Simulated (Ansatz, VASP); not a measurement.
# Ga (Gallium): VASP beside Ansatz

Aim: how closely do two programs agree when they are given the same cell, functional and k mesh? The cell is taken from a series of VASP runs on this material, whose earlier steps may have relaxed, scaled or displaced it; both programs get it as it stands.

Method: plane waves, with VASP 6.6.1 beside it; relaxation of cell and atoms at PBEsol with D3(BJ), in Ansatz 0.2.0.

## 1. Starting point

Symmetry: Cmce, No. 64, orthorhombic system. The conventional cell has a = 4.421 Å, b = 7.501 Å, c = 4.413 Å, α = 90.00°, β = 90.00°, γ = 90.00°. Nearest to Ga lie 7 Ga at 2.45 to 2.73 Å.

## 2. Ansatz: relaxation of cell and atoms, PBEsol with D3(BJ)

Ansatz runs on its default PAW (the set named soft_2) files.

The relaxed volume is the usual yardstick between codes: its relative difference is about their pressure difference at one cell divided by the bulk modulus.

File input.yaml:

```yaml
crystal:
  lattice:
    - [2.210695161, -3.7503191373, 0.0]
    - [2.210695161, 3.7503191373, 0.0]
    - [0.0, 0.0, 4.4133868786]
  atoms:
    - { symbol: Ga, position: [0.3444817721, 0.6555182279, 0.4169892341] }
    - { symbol: Ga, position: [0.1555182279, 0.8444817721, 0.9169892341] }
    - { symbol: Ga, position: [0.6555182279, 0.3444817721, 0.5830107659] }
    - { symbol: Ga, position: [0.8444817721, 0.1555182279, 0.0830107659] }
hamiltonian:
  xc: pbesol
  pseudopotentials: { kind: paw }
  dispersion: d3bj
kpoints:
  mp_grid: { grid: [10, 10, 8] }
scf:
  occupations: { method: methfessel_paxton, width: 0.15 }
relax:
  f_tol: 0.01
  max_steps: 60
  cell: { stress_tol: 0.05 }
output:
  forces: true
  stress: true
  write_density: true
  write_potential: true
  elf: true
  volumetric_format: npy
```

The run is started by

```sh
$ ansatz run input.yaml --threads 4 --pin off --max-ram 9216MiB --backend cpu --events-out ev --progress --plain --runs-dir out
```

Numbers of over 12 decimals in the logs are rounded to 6 here.

Log:

```text
Engine: ansatz 0.2.0, x86_64-unknown-linux-gnu
Pseudopotentials: kind: paw
Pseudopotential: Ga, paw, valence charge 13, recommended cutoff 420 eV (normal), Ga.paw.azcp
Functional definition: PBEsol
  exchange = pbesol_x
  correlation = pbesol_c
Crystal: 4 atoms, lattice volume = 73.181 Å³
Basis set: ecut = 420 eV, 1473 PW (Γ), exchange–correlation on 60×60×60 points (8 copies of the dense FFT grid, shifted against one another)
Bands: 32, of which v1, the nominal top of the filled ones, is band 26 counted from 1 (25 counted from 0)
Symmetry: 8 space group operations
Space group: Cmce (ITA 64), of the structure as read, at distance tolerance 4.2e-5 Å
k-points: 155 of 800
Non-local potential: Ga, projectors of the file, l = 0: 2, l = 1: 2, l = 2: 3, l = 3: 1
PAW form: soft (Blöchl's): semilocal exchange-correlation on the pseudo side does not see the compensation charge
PAW frozen core: Ga, regenerated for the run's functional, and the local potential with it (the file was generated under x = pbe(κ = 0.804, μ = 0.219515), c = pbe(β = 0.066725))
PAW one-centre angular grid: Ga, 590 points (default); XC on 64 Gauss nodes
Initial density: superposition of atomic densities (neutral atoms: chi_scale 0, normalization atom), corrected by the library's trained network
Initial wavefunctions: pseudopotential atomic-orbital guess
Functional: x = pbesol(κ = 0.804, μ = 0.123457), c = pbesol(β = 0.046)
SCF iter   1: F=—  HF=-14974.009863 eV  |F-HF|=—  |Δ(HF+E_count)|=         —  Δρ=2.52e-3  dr2=3.84e-3  ethr=1.77e-3  ⟨swp⟩=5.3  Hψ=18722  notcnv=0
preconditioner: auto → Kerker (q_TF=auto, 2.577 Å⁻¹)  [metal: Δε(μ)=0.011 eV  Ē_g=16.342 eV  σ=0.150 eV  W_gap=0.06  n_scr=20 (ndim 8)  ℏωp=31.3 eV  f_vac=0.002  D(μ)=1.14/eV (n_scr^D=8)]
SCF iter   2: F=—  HF=-14974.006822 eV  |F-HF|=—  |Δ(HF+E_count)|=   3.04e-3  S|Δr|=    0.00e0  Δρ=1.07e-3  dr2=1.09e-3  ethr=7.39e-6  ⟨swp⟩=2.0  Hψ=9724  notcnv=0
SCF iter   3: F=—  HF=-14974.006686 eV  |F-HF|=—  |Δ(HF+E_count)|=   1.35e-4  S|Δr|=    0.00e0  Δρ=6.63e-4  dr2=4.88e-4  ethr=2.09e-6  ⟨swp⟩=1.0  Hψ=4763  notcnv=0
SCF iter   4: F=—  HF=-14974.006575 eV  |F-HF|=—  |Δ(HF+E_count)|=   1.11e-4  S|Δr|=    0.00e0  Δρ=1.92e-4  dr2=2.51e-5  ethr=9.38e-7  ⟨swp⟩=3.0  Hψ=8654  notcnv=0
SCF iter   5: F=—  HF=-14974.006580 eV  |F-HF|=—  |Δ(HF+E_count)|=   4.42e-6  S|Δr|=    0.00e0  Δρ=9.59e-5  dr2=3.21e-6  ethr=4.84e-8  ⟨swp⟩=2.4  Hψ=8798  notcnv=0
SCF iter   6: F=—  HF=-14974.006580 eV  |F-HF|=—  |Δ(HF+E_count)|=   3.61e-7  S|Δr|=    0.00e0  Δρ=1.58e-5  dr2=2.07e-7  ethr=6.17e-9  ⟨swp⟩=2.0  Hψ=8796  notcnv=0
SCF iter   7: F=-14974.006580 eV  HF=-14974.006580 eV  |F-HF|=2.46e-8  |Δ(HF+E_count)|=   2.07e-8  S|Δr|=    0.00e0  Δρ=6.39e-6  dr2=1.93e-8  ethr=1.92e-10  ⟨swp⟩=8.3  Hψ=33613  notcnv=0
SCF 1 converged in 7 iterations: F = -14974.006580 eV  dr2 = 1.93e-8
  greatest PAW one-centre occupation: 0.994 electrons in one spin orbital (limit 2), on the Ga atom at site 2 (counted from 0), in its partial waves of l = 2
relax step   1: F+E_penalty+E_count = -14974.00657992 eV  Δ(F+E_penalty+E_count) = +0.000e0 eV  max|allowed force component| = 1.024e-2 eV/Å  Δτ_max = 0.0000 Å  P = +0.028 GPa  Ω = 73.181 Å³  (7 SCF iters, dr2 threshold 1.00e-7 eV, accepted)
[...]
relax step   2: F+E_penalty+E_count = -14974.00663555 eV  Δ(F+E_penalty+E_count) = -5.563e-5 eV  max|allowed force component| = 5.846e-3 eV/Å  Δτ_max = 0.0019 Å  P = +0.008 GPa  Ω = 73.213 Å³  energy of the carried Pulay correction = -8.089e-6 eV  (4 SCF iters, dr2 threshold 6.55e-9 eV, accepted)
[...]
relax step   3: F+E_penalty+E_count = -14974.00664524 eV  Δ(F+E_penalty+E_count) = -9.688e-6 eV  max|allowed force component| = 5.840e-3 eV/Å  Δτ_max = 0.0000 Å  P = +0.008 GPa  Ω = 73.213 Å³  stress off target by 4.77e-2 GPa  SCF on the basis re-selected at this cell (its energy is not comparable with the rows above)  (6 SCF iters)
basis re-selected at this cell: Δ(F+E_penalty+E_count) = -9.688e-6 eV, ΔP = -0.000 GPa vs the last step (what re-selecting the basis moved, of the pressure what is left beyond the Pulay correction that the steps carried, after the strain that the cell walked since its last selection, with what the two solves' SCF thresholds leave and, on support functions, any second-order correction that the steps lacked; it is no m [...]
SCF converged after 6 iterations
Stability not checked: this state was not tested for a lower state beside it, because cold or Methfessel-Paxton smearing, or corrected tetrahedra, fill the levels in a way that the test cannot read (fill_not_monotonic; see scf.lower_state_search)
Free energy (F): -14974.006645 eV
Harris-Foulkes:  -14974.006645 eV  (|F-HF|=3.64e-12)
Internal energy: -14974.005482 eV  (E = F + TS)
E sigma→0 (E₀):  -14974.006355 eV
Entropy (-TS):   -0.001163 eV (-0.291 meV/atom)
Fermi energy:    9.725919 eV
--- Per-component energies (eV) ---
  E_band       = -145.051898
  E_kinetic    = 464.924285
  E_local      = -7412.696337  (includes V_loc(G=0)·N_el)
  E_nonlocal   = 1695.239714
  E_hartree    = 3485.507689
  E_xc         = -277.244786
  E_vxc        = -236.154763  (∫ρ·V_xc dr)
  E_paw        = -7787.640934  (= ΣΔE_a)
  E_vpaw       = -1627.379830  (= ΣTr[D̂ρ^β])
  E_aug_tail   = -0.000449  (compensation charges beyond the density's cutoff)
  E_ewald      = -5144.314642
  E_disp       = -1.231933  (pairwise vdW)
  E_core_change = 3.451911  (= ΣΔE_core)
  E_smearing   = -0.001163  (= −TS)
  E_closure    = -0.000000  (closes the sum)
  Σ components = -14974.006645   (vs F -14974.006645, Δ=0.00e0)
--- Forces (eV/Å), atoms counted from 1 ---
  atom   1  Ga     0.00000000     0.00151276    -0.00583994
  atom   2  Ga    -0.00000000    -0.00151276    -0.00583994
  atom   3  Ga    -0.00000000    -0.00151276     0.00583994
  atom   4  Ga     0.00000000     0.00151276     0.00583994
  max |Σ_I F_I| component: 1.39e-17 eV/Å
--- Stress (GPa, compression-positive) ---
       -0.001857       0.000000       0.000000
        0.000000       0.047735       0.000000
        0.000000       0.000000      -0.022844
  P = ⅓ Tr σ = 0.0077 GPa (0.077 kbar)
--- Band table (eV; the first three rows and the last of 155) ---
  k-point 0: bands = [... 22 lower, 5.9242, 7.8984, 8.1566, 8.9481, 10.6629, 10.7923, 10.8400, 15.2117, ... 2 higher]
  k-point 1: bands = [... 22 lower, 7.4081, 8.0240, 8.2659, 9.0362, 10.5505, 10.8264, 11.2239, 14.2350, ... 2 higher]
  k-point 2: bands = [... 22 lower, 8.3936, 8.5941, 8.8187, 9.2794, 10.5880, 10.8210, 11.6412, 13.4838, ... 2 higher]
  k-point 154: bands = [... 22 lower, 4.2199, 4.2199, 8.3751, 8.3751, 8.8059, 8.8059, 16.9206, 16.9206, ... 2 higher]
--- Relaxed structure (2 steps of the walk, 2 accepted, 1 SCFs on fresh bases) ---
  F+E_penalty+E_count = -14974.00664524 eV   max|allowed force component| = 5.840e-3 eV/Å   (the final SCF, on the basis selected at the relaxed cell)
  cell:  # Å, volume = 73.2126 Å³
    - [2.211708, -3.747193, 0.0]
    - [2.211708, 3.747193, 0.0]
    - [0.0, 0.0, 4.416947]
  atoms:
    - { symbol: Ga, position: [0.344357, 0.655643, 0.416611] }
    - { symbol: Ga, position: [0.155643, 0.844357, 0.916611] }
    - { symbol: Ga, position: [0.655643, 0.344357, 0.583389] }
    - { symbol: Ga, position: [0.844357, 0.155643, 0.083389] }
```

The job ended after 9.9 s (4 threads of Intel Xeon Platinum 8375C at 2.90GHz (Ice Lake), shared host; peak memory 0.66 GiB).

## 3. VASP: relaxation of cell and atoms, PBEsol with D3(BJ)

The same cell, functional, mesh and smearing now go to VASP, with its own data sets and cutoff.

Lines of VASP's logs that name or quote its potential files are left out, and so is its time.

File INCAR:

```
SYSTEM = Ga
PREC = Accurate
ENCUT = 450
EDIFF = 1E-06
NELM = 100
ISMEAR = 1
SIGMA = 0.15
LREAL = .FALSE.
ALGO = Normal
GGA = PS
IVDW = 12
NBANDS = 32
LORBIT = 11
LWAVE = .FALSE.
LCHARG = .FALSE.
KPAR = 4
IBRION = 2
NSW = 50
ISIF = 3
EDIFFG = -0.01
```

File POSCAR:

```
Ga
1.0
    2.2106951610     -3.7503191373      0.0000000000
    2.2106951610      3.7503191373      0.0000000000
    0.0000000000      0.0000000000      4.4133868786
Ga
4
Direct
    0.3444817721      0.6555182279      0.4169892341
    0.1555182279      0.8444817721      0.9169892341
    0.6555182279      0.3444817721      0.5830107659
    0.8444817721      0.1555182279      0.0830107659
```

File KPOINTS:

```
Automatic mesh
0
Gamma
10 10 8
0 0 0
```

The projector-augmented-wave data sets are Ga_d (PBE family, release 64).

The run is started by

```sh
$ mpirun -np 4 vasp_std
```

Log:

```text
[banner, memory and clock lines left out]
running    4 mpi-ranks, on    1 nodes
 distrk:  each k-point on    1 cores,    4 groups
 distr:  one band on    1 cores,    1 groups

 POSCAR found type information on POSCAR Ga
 POSCAR found :  1 types and       4 ions
|                                                                             |
|               ----> ADVICE to this user running VASP <----                  |
|                                                                             |
|     You enforced a specific xc type in the INCAR file but a different       |
|     [... a line on the potential file left out ...]
|     I HOPE YOU KNOW WHAT YOU ARE DOING!                                     |
|                                                                             |

 LDA part: xc-table for (Slater+PW92), standard interpolation
 POSCAR, INCAR and KPOINTS ok, starting setup
 FFT: planning ... GRIDC
 FFT: planning ... GRID_SOFT
 FFT: planning ... GRID
 WAVECAR not read
 entering main loop
       N       E                     dE             d eps       ncg     rms          rms(c)
DAV:   1     0.336662395585E+03    0.33666E+03   -0.23908E+04 10088   0.287E+03
DAV:   2     0.248864070169E+02   -0.31178E+03   -0.30583E+03 10328   0.526E+02
DAV:   3    -0.125564657434E+02   -0.37443E+02   -0.37151E+02 11184   0.145E+02
DAV:   4    -0.135729236722E+02   -0.10165E+01   -0.10131E+01 11336   0.285E+01
DAV:   5    -0.135943433800E+02   -0.21420E-01   -0.21418E-01 12024   0.415E+00    0.291E+00
DAV:   6    -0.134143294512E+02    0.18001E+00   -0.37338E-01 12120   0.893E+00    0.149E+00
DAV:   7    -0.133748828915E+02    0.39447E-01   -0.84967E-02 14240   0.327E+00    0.374E-01
DAV:   8    -0.133709985104E+02    0.38844E-02   -0.17285E-02 11352   0.149E+00    0.474E-02
DAV:   9    -0.133710972861E+02   -0.98776E-04   -0.11435E-03 11528   0.385E-01    0.261E-02
DAV:  10    -0.133710987016E+02   -0.14155E-05   -0.25356E-04 11744   0.196E-01    0.536E-03
DAV:  11    -0.133710985938E+02    0.10778E-06   -0.41563E-05 11600   0.835E-02    0.511E-03
DAV:  12    -0.133710980240E+02    0.56981E-06   -0.85492E-06 11720   0.355E-02
   1 F= -.14603198E+02 E0= -.14602819E+02  d E =-.146032E+02
[...]
2 F= -.14603238E+02 E0= -.14602850E+02  d E =-.397932E-04
[...]
3 F= -.14603217E+02 E0= -.14602835E+02  d E =-.181935E-04
 curvature:  -0.16 expect dE=-0.587E-04 dE for cont linesearch -0.514E-04
 ZBRENT: interpolating
 opt :   0.6873  next Energy=   -14.603256 (dE=-0.571E-04)
 bond charge predicted
       N       E                     dE             d eps       ncg     rms          rms(c)
DAV:   1    -0.133702521447E+02    0.40494E-03   -0.15286E-03 11616   0.499E-01    0.612E-02
DAV:   2    -0.133701717969E+02    0.80348E-04   -0.23205E-04 12264   0.209E-01    0.271E-02
DAV:   3    -0.133701522940E+02    0.19503E-04   -0.26291E-05 12424   0.629E-02    0.641E-03
DAV:   4    -0.133701502579E+02    0.20362E-05   -0.66076E-06 10320   0.269E-02    0.119E-03
DAV:   5    -0.133701502457E+02    0.12147E-07   -0.63735E-07  5344   0.101E-02
   4 F= -.14603231E+02 E0= -.14602846E+02  d E =-.325913E-04
 curvature:  -0.05 expect dE=-0.131E-05 dE for cont linesearch -0.156E-06
 trial: gam= 0.00000 g(F)=  0.677E-05 g(S)=  0.173E-04 ort =-0.123E-04 (trialstep = 0.937E+00)
 search vector abs. value=  0.241E-04
 reached required accuracy - stopping structural energy minimisation
```

From OUTCAR (step 3):

```text
ion  position               nearest neighbor table
   1  0.344  0.656  0.417-   3 2.45   2 2.62   2 2.62   4 2.66   4 2.66   3 2.73   3 2.73
   2  0.156  0.844  0.917-   4 2.45   1 2.62   1 2.62   3 2.66   3 2.66   4 2.73   4 2.73
   3  0.656  0.344  0.583-   1 2.45   4 2.62   4 2.62   2 2.66   2 2.66   1 2.73   1 2.73
   4  0.844  0.156  0.083-   2 2.45   3 2.62   3 2.62   1 2.66   1 2.66   2 2.73   2 2.73

  LATTYP: Found a base centered orthorhombic cell.
 ALAT       =     4.4213903220
 B/A-ratio  =     1.6964433647
 C/A-ratio  =     0.9981898356

 Subroutine GETGRP returns: Found  8 space group operations
 (whereof  4 operations were pure point group operations)

The static configuration has the point symmetry C_2h.
 The point group associated with its full space group is D_2h.

 Found    155 irreducible k-points:

   k-points           NKPTS =    155   k-points in BZ     NKDIM =    155   number of bands    NBANDS=     32

   dimension x,y,z NGX =    30 NGY =   30 NGZ =   32
   dimension x,y,z NGXF=    60 NGYF=   60 NGZF=   64

   ENCUT  =  450.0 eV  33.07 Ry    5.75 a.u.   7.53  7.53  7.63*2*pi/ulx,y,z

   NELECT =      52.0000    total number of electrons

 k-points in reciprocal lattice and weights: Automatic mesh
   0.00000000  0.00000000  0.00000000       0.001
   0.10000000  0.00000000  0.00000000       0.005
   0.20000000  0.00000000  0.00000000       0.005
   0.30000000  0.00000000  0.00000000       0.005
   0.40000000  0.00000000  0.00000000       0.005
   0.50000000  0.00000000  0.00000000       0.003
   0.10000000  0.10000000  0.00000000       0.003
   0.20000000  0.10000000  0.00000000       0.005
   0.30000000  0.10000000  0.00000000       0.005
[...]
-0.40000000  0.40000000  0.50000000       0.003
   0.50000000  0.50000000  0.50000000       0.001

 Edisp (eV)   -1.23256

 average (electrostatic) potential at core
       1 -64.7062       2 -64.7062       3 -64.7062       4 -64.7062

 E-fermi :   5.4430

 k-point     1 :       0.0000    0.0000    0.0000
  band No.  band energies     occupation
    ...
     22       1.2976      2.00000
     23       1.6421      2.00000
     24       3.6121      2.00000
     25       3.8703      2.00000
     26       4.6446      2.00000
     27       6.3807     -0.00000
     28       6.5054     -0.00000
     29       6.5442     -0.00000
     30      10.9381      0.00000
     31      11.1623      0.00000
    ...

 k-point     2 :       0.1000    0.0000    0.0000
  band No.  band energies     occupation
    ...
     23       1.7113      2.00000
     24       2.2270      2.00000
     25       4.3294      2.00000
     26       5.2867      2.05783
     27       5.3224      1.98212
     28       7.0468     -0.00000
     29       7.9449     -0.00000
     30      10.2380      0.00000
     31      10.3314      0.00000
     32      12.0927      0.00000

 k-point     3 :       0.2000    0.0000    0.0000
  band No.  band energies     occupation
    ...
     22       0.3612      2.00000
     23       1.6963      2.00000
     24       1.8863      2.00000
     25       3.8635      2.00000
     26       4.5123      2.00000
     27       6.8566     -0.00000
     28       8.0179     -0.00000
     29       8.8235      0.00000
     30       8.9753      0.00000
     31      10.0087      0.00000
    ...

 Edisp (eV)   -1.23308

  Total       0.02785     0.01114     0.02315     0.00000     0.00000     0.00000
  in kB       0.61016     0.24417     0.50728     0.00000     0.00000     0.00000
  external pressure =        0.45 kB  Pullay stress =        0.00 kB

  energy-cutoff  :      450.00
  volume of cell :       73.12
      direct lattice vectors                 reciprocal lattice vectors
     2.210371174 -3.748683820 -0.000000000     0.226206352 -0.133380147 -0.000000000
     2.210371174  3.748683820  0.000000000     0.226206352  0.133380147  0.000000000
     0.000000000 -0.000000000  4.412496646     0.000000000 -0.000000000  0.226629067

 POSITION                                       TOTAL-FORCE (eV/Angst)
 -----------------------------------------------------------------------------------
      2.21037      1.16599      1.83975         0.000000      0.000593     -0.005893
      2.21037      2.58269      4.04599         0.000000     -0.000593     -0.005893
      2.21037     -1.16599      2.57275         0.000000     -0.000593      0.005893
      2.21037     -2.58269      0.36650         0.000000      0.000593      0.005893
 -----------------------------------------------------------------------------------
    total drift:                               -0.000000     -0.000000     -0.000000

  FREE ENERGIE OF THE ION-ELECTRON SYSTEM (eV)
  ---------------------------------------------------
  free  energy   TOTEN  =       -14.6032309935 eV

  energy  without entropy=      -14.6020746761  energy(sigma->0) =      -14.60284555

 reached required accuracy - stopping structural energy minimisation

 total charge
# of ion       s       p       d       tot
------------------------------------------
    1        0.949   0.771   9.966  11.686
    2        0.949   0.771   9.966  11.686
    3        0.949   0.771   9.966  11.686
    4        0.949   0.771   9.966  11.686
--------------------------------------------------
tot          3.797   3.083  39.864  46.745

[... 3 further parts left out ...]
```

CONTCAR:

```
Ga
   1.00000000000000
     2.2103711742592944   -3.7486838197734222   -0.0000000000000000
     2.2103711742592944    3.7486838197734222    0.0000000000000000
     0.0000000000000000   -0.0000000000000000    4.4124966456561010
  Ga
     4
Direct
     0.3444800926324039    0.6555199073676032    0.4169397897850737
     0.1555199073675962    0.8444800926323968    0.9169397897850737
     0.6555199073676032    0.3444800926324039    0.5830602102149263
     0.8444800926323968    0.1555199073675962    0.0830602102149263
```

Dispersion corrections of this kind ignore metallic screening and tend to overbind metals.

## 4. Differences

Known differences besides the potentials themselves: both relaxations stop at a tolerance, which leaves soft axes loose, and VASP keeps its plane-wave basis; the cutoff is 420 eV in Ansatz and 450 eV in VASP; Ansatz makes its cores anew for this functional, VASP keeps those of its PBE data sets; VASP leaves aspherical gradient terms in its spheres out (LASPH is not set), Ansatz keeps them; Ansatz adds a Pulay correction to the stress that steers its cell, VASP none. Total energies have different zeros and are not compared.

Compared:

```tsv
quantity	Ansatz	VASP	difference
volume (Å³)	73.21	73.12	+0.12 %
edge a after relaxation, in the typed setting (Å)	4.351	4.352	-0.01 %
edge c after relaxation, in the typed setting (Å)	4.417	4.412	+0.10 %
```

The walks stopped with 0.01 GPa left in Ansatz and 0.05 GPa in VASP; each walk ends within a tolerance, so the volume difference is uncertain by about these residues over the bulk modulus, most in soft cells.

## 5. Summary of results

```
difference in volume (relaxation of cell and atoms, PBEsol with D3(BJ)) : 0.12 %
```

The difference in volume is 0.12 % (relaxation of cell and atoms, PBEsol with D3(BJ)), within the 1.2 % picked in this series as the mark of a large difference, as far as the stopping tolerances let one tell. How closely two codes agree says nothing of how well the functional describes the real material.

[Lines on the potential files, build, host, timing and source positions are cut from VASP's logs without a mark.]

[Logs are printed without paths, hosts, clocks, repeated set-up lines and the standing remarks that a program may print on its own settings, such as how far it seeks lower states.]

[Hosts, paths, dates, database ids (printed as entryN), source tags and the programs' standing remarks are cut or masked in the printed files.]
